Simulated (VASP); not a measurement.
OSZICAR of a VASP run on Al35GeN36:

OSZICAR:
```
       N       E                     dE             d eps       ncg     rms          rms(c)
DAV:   1     0.178311507220E+04    0.17831E+04   -0.13253E+05   370   0.124E+03
DAV:   2    -0.431770413660E+03   -0.22149E+04   -0.21098E+04   471   0.294E+02
DAV:   3    -0.619013282488E+03   -0.18724E+03   -0.18589E+03   420   0.911E+01
DAV:   4    -0.622890099458E+03   -0.38768E+01   -0.38587E+01   428   0.145E+01
DAV:   5    -0.622976565936E+03   -0.86466E-01   -0.86328E-01   428   0.208E+00    0.510E+01
RMM:   6    -0.535960040335E+03    0.87017E+02   -0.35336E+02   362   0.332E+01    0.178E+01
RMM:   7    -0.538245327838E+03   -0.22853E+01   -0.45132E+01   362   0.139E+01    0.128E+01
RMM:   8    -0.538068444110E+03    0.17688E+00   -0.32587E+00   362   0.456E+00    0.155E+00
RMM:   9    -0.538086208595E+03   -0.17764E-01   -0.61125E-01   370   0.156E+00    0.128E+00
RMM:  10    -0.538089664326E+03   -0.34557E-02   -0.10131E-01   375   0.653E-01    0.111E+00
RMM:  11    -0.538094906155E+03   -0.52418E-02   -0.16168E-02   369   0.260E-01    0.107E+00
RMM:  12    -0.538158886361E+03   -0.63980E-01   -0.18582E-01   371   0.735E-01    0.139E+00
RMM:  13    -0.538095660394E+03    0.63226E-01   -0.25057E-01   390   0.892E-01    0.344E-01
RMM:  14    -0.538096080055E+03   -0.41966E-03   -0.15774E-02   362   0.301E-01    0.224E-01
RMM:  15    -0.538096033153E+03    0.46903E-04   -0.37386E-03   362   0.108E-01    0.125E-01
RMM:  16    -0.538096102958E+03   -0.69805E-04   -0.95298E-04   380   0.522E-02    0.103E-01
RMM:  17    -0.538095962709E+03    0.14025E-03   -0.77813E-04   362   0.428E-02    0.415E-02
RMM:  18    -0.538095953260E+03    0.94481E-05   -0.36959E-04   357   0.347E-02    0.224E-02
RMM:  19    -0.538095960285E+03   -0.70245E-05   -0.49582E-05   276   0.141E-02
   1 F= -.53809596E+03 E0= -.53809596E+03  d E =-.538096E+03
       N       E                     dE             d eps       ncg     rms          rms(c)
DAV:   1    -0.538409561842E+03   -0.31361E+00   -0.10663E+02   388   0.263E+01    0.224E+00
RMM:   2    -0.538501699607E+03   -0.92138E-01   -0.29945E+00   362   0.392E+00    0.139E+00
RMM:   3    -0.538446598018E+03    0.55102E-01   -0.37059E-01   362   0.138E+00    0.925E-01
RMM:   4    -0.538425518931E+03    0.21079E-01   -0.19898E-01   362   0.819E-01    0.309E-01
RMM:   5    -0.538426713748E+03   -0.11948E-02   -0.32007E-02   374   0.347E-01    0.185E-01
RMM:   6    -0.538427205719E+03   -0.49197E-03   -0.77260E-03   384   0.164E-01    0.949E-02
RMM:   7    -0.538427237551E+03   -0.31832E-04   -0.12899E-03   366   0.758E-02    0.410E-02
RMM:   8    -0.538427271928E+03   -0.34377E-04   -0.29753E-04   383   0.370E-02    0.231E-02
RMM:   9    -0.538427269941E+03    0.19869E-05   -0.82028E-05   338   0.194E-02
   2 F= -.53842727E+03 E0= -.53842727E+03  d E =-.331310E+00
       N       E                     dE             d eps       ncg     rms          rms(c)
DAV:   1    -0.538657944480E+03   -0.23067E+00   -0.16434E+01   372   0.104E+01    0.867E-01
RMM:   2    -0.538672373261E+03   -0.14429E-01   -0.47424E-01   362   0.155E+00    0.557E-01
RMM:   3    -0.538663816319E+03    0.85569E-02   -0.55815E-02   362   0.533E-01    0.374E-01
RMM:   4    -0.538659926791E+03    0.38895E-02   -0.33638E-02   362   0.333E-01    0.116E-01
RMM:   5    -0.538660031792E+03   -0.10500E-03   -0.50026E-03   370   0.138E-01    0.701E-02
RMM:   6    -0.538660125470E+03   -0.93678E-04   -0.15304E-03   386   0.675E-02    0.420E-02
RMM:   7    -0.538660113037E+03    0.12433E-04   -0.29484E-04   363   0.344E-02    0.188E-02
RMM:   8    -0.538660120622E+03   -0.75854E-05   -0.61521E-05   305   0.179E-02
   3 F= -.53866012E+03 E0= -.53866012E+03  d E =-.564160E+00
       N       E                     dE             d eps       ncg     rms          rms(c)
DAV:   1    -0.538707468521E+03   -0.47355E-01   -0.11723E+01   372   0.880E+00    0.629E-01
RMM:   2    -0.538718523573E+03   -0.11055E-01   -0.22468E-01   362   0.107E+00    0.357E-01
RMM:   3    -0.538715644061E+03    0.28795E-02   -0.25352E-02   362   0.375E-01    0.225E-01
RMM:   4    -0.538714574478E+03    0.10696E-02   -0.10224E-02   362   0.203E-01    0.780E-02
RMM:   5    -0.538714640281E+03   -0.65802E-04   -0.12031E-03   369   0.780E-02    0.445E-02
RMM:   6    -0.538714661819E+03   -0.21539E-04   -0.36673E-04   375   0.375E-02    0.185E-02
RMM:   7    -0.538714666444E+03   -0.46244E-05   -0.82669E-05   354   0.188E-02
   4 F= -.53871467E+03 E0= -.53871467E+03  d E =-.545458E-01
       N       E                     dE             d eps       ncg     rms          rms(c)
DAV:   1    -0.538715869663E+03   -0.12078E-02   -0.20970E-01   420   0.118E+00    0.816E-02
RMM:   2    -0.538716051267E+03   -0.18160E-03   -0.38691E-03   362   0.141E-01    0.485E-02
RMM:   3    -0.538715992981E+03    0.58285E-04   -0.43682E-04   362   0.491E-02    0.289E-02
RMM:   4    -0.538715975311E+03    0.17671E-04   -0.18290E-04   357   0.267E-02    0.972E-03
RMM:   5    -0.538715976262E+03   -0.95089E-06   -0.20543E-05   232   0.102E-02
   5 F= -.53871598E+03 E0= -.53871598E+03  d E =-.558556E-01
       N       E                     dE             d eps       ncg     rms          rms(c)
DAV:   1    -0.538725018427E+03   -0.90431E-02   -0.20065E+00   372   0.365E+00    0.236E-01
RMM:   2    -0.538726779059E+03   -0.17606E-02   -0.33482E-02   362   0.411E-01    0.130E-01
RMM:   3    -0.538726519075E+03    0.25998E-03   -0.38858E-03   362   0.145E-01    0.804E-02
RMM:   4    -0.538726397273E+03    0.12180E-03   -0.13879E-03   362   0.763E-02    0.249E-02
RMM:   5    -0.538726414089E+03   -0.16816E-04   -0.20882E-04   383   0.300E-02    0.170E-02
RMM:   6    -0.538726416559E+03   -0.24701E-05   -0.33970E-05   253   0.129E-02
   6 F= -.53872642E+03 E0= -.53872642E+03  d E =-.104403E-01
       N       E                     dE             d eps       ncg     rms          rms(c)
DAV:   1    -0.538726614102E+03   -0.20001E-03   -0.59569E-02   420   0.627E-01    0.408E-02
RMM:   2    -0.538726667778E+03   -0.53676E-04   -0.10102E-03   362   0.711E-02    0.223E-02
RMM:   3    -0.538726661127E+03    0.66504E-05   -0.12221E-04   361   0.256E-02    0.140E-02
RMM:   4    -0.538726657914E+03    0.32131E-05   -0.42667E-05   295   0.134E-02
   7 F= -.53872666E+03 E0= -.53872666E+03  d E =-.106817E-01
       N       E                     dE             d eps       ncg     rms          rms(c)
DAV:   1    -0.538729054036E+03   -0.23929E-02   -0.79853E-01   367   0.232E+00    0.149E-01
RMM:   2    -0.538729830671E+03   -0.77663E-03   -0.13897E-02   362   0.268E-01    0.837E-02
RMM:   3    -0.538729722435E+03    0.10824E-03   -0.16459E-03   363   0.938E-02    0.531E-02
RMM:   4    -0.538729661886E+03    0.60549E-04   -0.64120E-04   362   0.510E-02    0.161E-02
RMM:   5    -0.538729669460E+03   -0.75739E-05   -0.10062E-04   342   0.201E-02    0.111E-02
RMM:   6    -0.538729670647E+03   -0.11871E-05   -0.15070E-05   221   0.829E-03
   8 F= -.53872967E+03 E0= -.53872967E+03  d E =-.301273E-02
       N       E                     dE             d eps       ncg     rms          rms(c)
DAV:   1    -0.538729671159E+03   -0.16992E-05   -0.26478E-05   340   0.129E-02    0.277E-03
RMM:   2    -0.538729671263E+03   -0.10398E-06   -0.13725E-06   210   0.313E-03    0.205E-03
RMM:   3    -0.538729671272E+03   -0.88330E-08   -0.53538E-08    72   0.122E-03    0.108E-03
RMM:   4    -0.538729671278E+03   -0.64392E-08   -0.28905E-08    56   0.122E-03
   9 F= -.53872967E+03 E0= -.53872967E+03  d E =-.301336E-02
       N       E                     dE             d eps       ncg     rms          rms(c)
DAV:   1    -0.538730753384E+03   -0.10821E-02   -0.23644E-01   372   0.126E+00    0.787E-02
RMM:   2    -0.538731007753E+03   -0.25437E-03   -0.37457E-03   362   0.140E-01    0.416E-02
RMM:   3    -0.538730999895E+03    0.78578E-05   -0.44170E-04   363   0.497E-02    0.268E-02
RMM:   4    -0.538730987738E+03    0.12157E-04   -0.15228E-04   361   0.259E-02    0.830E-03
RMM:   5    -0.538730989695E+03   -0.19568E-05   -0.24366E-05   242   0.103E-02
  10 F= -.53873099E+03 E0= -.53873099E+03  d E =-.131842E-02
```

**Question.** Which electronic solver shows in the log?

**Answer.** It is blocked Davidson (ALGO = Normal, or the opening steps of other solvers) and then RMM-DIIS (ALGO = Fast or VeryFast). The INCAR had ALGO = Fast.

**Question.** Can the final energy be trusted as converged?

**Answer.** The calculation finished and met its thresholds. It stopped with EDIFF = 1E-5, NELM = 100, NSW = 60 and EDIFFG = -0.03 after 10 ionic steps (PBE GGA, plane waves, VASP's PBE PAW potentials (set 64)).  The cell is charged, with a uniform compensating background. The supercell is sampled at Γ alone, which is coarse: total energies, pressure and levels can be off, energies of defects by several tenths of an eV.

The cell is a supercell with a defect, built from AlN (wurtzite): Ge_Al, charge +1. The run is not spin-polarised, so no state with unpaired spins was tried.
